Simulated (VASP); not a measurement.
Consider the following.

```
CELL_PARAMETERS angstrom
      2.26698    -3.92653     0.00000
      2.26698     3.92653     0.00000
      0.00000     0.00000     5.94510
ATOMIC_POSITIONS crystal
  Te 0.00000 0.26712 0.66667
  Te 0.73288 0.73288 0.00000
  Te 0.26712 0.00000 0.33333
```

The numbers are results of PBE GGA, VASP's PBE PAW potentials (set 64) (plane waves; VASP), not measurements. Run with 520 eV cut-off, Gaussian smearing of 0.050 eV, potentials Te.

Unless said otherwise, spin-orbit coupling is left out, though it shifts the bands of the heavy elements here.

What does the run give for the band gap (along the path) with the smallest direct gap where there is one?

- band gap (along the path) = 0.22 eV
- smallest direct gap (along the path) = 0.24 eV

The absolute energy has meaning only against runs of the same code, potentials and settings.

The compound is Te in the trig structure. It was relaxed first.
